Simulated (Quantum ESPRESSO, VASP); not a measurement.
This is a calculation of Hf2Pt for VASP 6.6.1. The cell comes from a database or a generator and needn't be the stable form of this composition.

INCAR

```
PREC = Accurate
ENCUT = 520
EDIFF = 1E-7
ISMEAR = -1
SIGMA = 0.05
LREAL = False
LASPH = True
NELM = 60
ALGO = Normal
ISIF = 2
LWAVE = False
LCHARG = False
GGA = PE
NBANDS = 22
```

File KPOINTS:

```
regular mesh
0
Gamma
  8 8 6
```

File POSCAR:

```
Hf2Pt
1.0
    3.5652291400      0.0000000000      0.0000000000
    0.0000000000      3.5652291400      0.0000000000
    0.0000000000      0.0000000000      4.8357931500
Hf Pt
2 1
Direct
    0.5000000000      0.5000000000      0.0000000000
    0.0000000000      0.0000000000      0.0000000000
    0.0000000000      0.0000000000      0.5000000000
```

Potentials or basis: VASP PAW PBE potentials, release 64 (Hf_pv, Pt).

Launch:

```console
$ cat potpaw_PBE.64/Hf_pv/POTCAR potpaw_PBE.64/Pt/POTCAR > POTCAR
$ mpirun -np 1 vasp_std > vasp.out
```

Task: Set up the same calculation for Quantum ESPRESSO 7.5. Potentials or basis there: SSSP 1.3 efficiency PBE, cutoff 816 eV.

Result: As run (cutoffs and basis follow the program's own potentials, and thresholds, step limits or extra output files can differ):

pw.in

```
&CONTROL
  calculation = 'scf'
  prefix = 'pwscf'
  outdir = './tmp'
  pseudo_dir = './pseudo'
  tprnfor = .true.
  tstress = .true.
  disk_io = 'nowf'
/
&SYSTEM
  ibrav = 0
  nat = 3
  ntyp = 2
  ecutwfc = 60
  ecutrho = 440
  nbnd = 28
  occupations = 'smearing'
  smearing = 'fd'
  degauss = 0.00367493
/
&ELECTRONS
  conv_thr = 6d-10
  electron_maxstep = 120
  mixing_beta = 0.5
/
ATOMIC_SPECIES
Hf   178.4900 Hf-sp.oncvpsp.upf
Pt   195.0840 pt_pbe_v1.4.uspp.F.UPF
CELL_PARAMETERS angstrom
   3.5652291400    0.0000000000    0.0000000000
   0.0000000000    3.5652291400    0.0000000000
   0.0000000000    0.0000000000    4.8357931500
ATOMIC_POSITIONS crystal
Hf     0.5000000000    0.5000000000    0.0000000000
Hf     0.0000000000    0.0000000000    0.0000000000
Pt     0.0000000000    0.0000000000    0.5000000000
K_POINTS automatic
8 8 6 0 0 0
```

Potentials or basis: SSSP 1.3 efficiency PBE.

Run with:

```console
$ OMP_NUM_THREADS=1 pw.x -in pw.in > pw.out
```

Both were run:

|  | VASP | Quantum ESPRESSO |
| --- | --- | --- |
| Pressure | 26.3 GPa | 27.0 GPa |

The potentials hold 30 and 40 valence electrons a cell.

The cell lies far from this level's equilibrium.

Pressure is positive in compression.
